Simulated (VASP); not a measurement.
Computed with PBE GGA, VASP's PBE PAW potentials (set 64) (plane waves; VASP).

Input for VASP

**POSCAR**
```
Ni3Al
1
    3.5310541975     0.0000000000     0.0000000000
    0.0000000000     3.5310541975     0.0000000000
    0.0000000000     0.0000000000     3.5310541975
Al Ni
1 3
Direct
  0.0000000000   0.0000000000   0.0000000000
  0.0000000000   0.5000000000   0.5000000000
  0.5000000000   0.0000000000   0.5000000000
  0.5000000000   0.5000000000   0.0000000000
```

### INCAR
```
ALGO = Normal
EDIFF = 1E-7
ENCUT = 520
GGA = PE
ISIF = 2
ISMEAR = 1
ISPIN = 2
LASPH = .TRUE.
LCHARG = .FALSE.
LMAXMIX = 4
LORBIT = 10
LREAL = .FALSE.
LWAVE = .FALSE.
MAGMOM = -0.0 3*0.3
NELM = 100
PREC = Accurate
SIGMA = 0.1
SYSTEM = Ni3Al
```

**KPOINTS**
```
Automatic mesh
0
Gamma
  9 9 9
0 0 0
```

POTCAR, in this order: Al Ni (PBE.64 set). Program: vasp_std.

What VASP printed:

File OSZICAR:
```
       N       E                     dE             d eps       ncg     rms          rms(c)
DAV:   1     0.192842603559E+03    0.19284E+03   -0.14643E+04  2800   0.211E+03
DAV:   2    -0.151885181875E+02   -0.20803E+03   -0.20106E+03  2808   0.372E+02
DAV:   3    -0.258510665034E+02   -0.10663E+02   -0.97974E+01  3048   0.112E+02
DAV:   4    -0.261191431864E+02   -0.26808E+00   -0.26499E+00  3128   0.164E+01
DAV:   5    -0.261270729232E+02   -0.79297E-02   -0.79277E-02  3408   0.264E+00    0.198E+01
DAV:   6    -0.269003129823E+02   -0.77324E+00   -0.74801E+01  3152   0.141E+02    0.206E+01
DAV:   7    -0.219065158178E+02    0.49938E+01   -0.20769E+01  3088   0.755E+01    0.251E+00
DAV:   8    -0.218892722092E+02    0.17244E-01   -0.46132E-01  3012   0.592E+00    0.153E+00
DAV:   9    -0.218665981720E+02    0.22674E-01   -0.51808E-02  3616   0.333E+00    0.778E-01
DAV:  10    -0.218678215503E+02   -0.12234E-02   -0.20238E-03  3296   0.523E-01    0.725E-01
DAV:  11    -0.218730552801E+02   -0.52337E-02   -0.60323E-03  3440   0.135E+00    0.469E-01
DAV:  12    -0.218706871160E+02    0.23682E-02   -0.12710E-02  3436   0.183E+00    0.574E-01
DAV:  13    -0.218726849244E+02   -0.19978E-02   -0.15318E-03  3316   0.751E-01    0.332E-01
DAV:  14    -0.218735650580E+02   -0.88013E-03   -0.10917E-03  3456   0.548E-01    0.662E-02
DAV:  15    -0.218735745445E+02   -0.94865E-05   -0.21640E-04  3424   0.203E-01    0.452E-02
DAV:  16    -0.218735845131E+02   -0.99686E-05   -0.14526E-05  3052   0.630E-02    0.348E-02
DAV:  17    -0.218735916852E+02   -0.71721E-05   -0.66636E-06  3472   0.429E-02    0.119E-02
DAV:  18    -0.218735931172E+02   -0.14320E-05   -0.26504E-06  3380   0.220E-02    0.371E-03
DAV:  19    -0.218735932063E+02   -0.89101E-07   -0.13716E-07  1800   0.542E-03
   1 F= -.21873593E+02 E0= -.21873402E+02  d E =-.574257E-03  mag=     0.7137
```

OUTCAR:
```
------------------------ aborting loop because EDIFF is reached ----------------------------------------
  FORCE on cell =-STRESS in cart. coord.  units (eV):
  Direction    XX          YY          ZZ          XY          YZ          ZX
  --------------------------------------------------------------------------------------
  Total        1.6108457      1.6108457      1.6108457     -0.0000000      0.0000000     -0.0000000
  in kB       58.6207506     58.6207506     58.6207506     -0.0000000      0.0000000     -0.0000000
  external PRESSURE =      58.6207506 kB  Pullay stress =       0.0000000 kB
  volume of cell :       44.03
      direct lattice vectors                 reciprocal lattice vectors
     3.531054198  0.000000000  0.000000000     0.283201544  0.000000000  0.000000000
     0.000000000  3.531054198  0.000000000     0.000000000  0.283201544  0.000000000
     0.000000000  0.000000000  3.531054198     0.000000000  0.000000000  0.283201544
 POSITION                                       TOTAL-FORCE (eV/Angst)
 -----------------------------------------------------------------------------------
      0.00000      0.00000      0.00000         0.000000      0.000000      0.000000
      0.00000      1.76553      1.76553         0.000000      0.000000      0.000000
      1.76553      0.00000      1.76553         0.000000      0.000000      0.000000
      1.76553      1.76553      0.00000         0.000000      0.000000      0.000000
 -----------------------------------------------------------------------------------
    total drift:                                0.000000      0.000000      0.000000
  FREE ENERGIE OF THE ION-ELECTRON SYSTEM (eV)
  ---------------------------------------------------
  free  energy   TOTEN  =       -21.8735932063 eV

  energy  without entropy=      -21.8730189488  energy(sigma->0) =      -21.87340179

 total charge

# of ion       s       p       d       tot
------------------------------------------
    1        0.411   0.403   0.000   0.814
    2        0.504   0.539   8.392   9.435
    3        0.504   0.539   8.392   9.435
    4        0.504   0.539   8.392   9.435
--------------------------------------------------
tot          1.923   2.020  25.177  29.120

 magnetization (x)

# of ion       s       p       d       tot
------------------------------------------
    1       -0.001  -0.008   0.000  -0.009
    2       -0.003  -0.011   0.269   0.255
    3       -0.003  -0.011   0.269   0.255
    4       -0.003  -0.011   0.269   0.255
--------------------------------------------------
tot         -0.011  -0.040   0.806   0.755
```
(Selected blocks of OUTCAR.)

The compound is Ni3Al in the L1_2 structure. This cell is one point of a volume scan, at 0.97 of the reference volume.
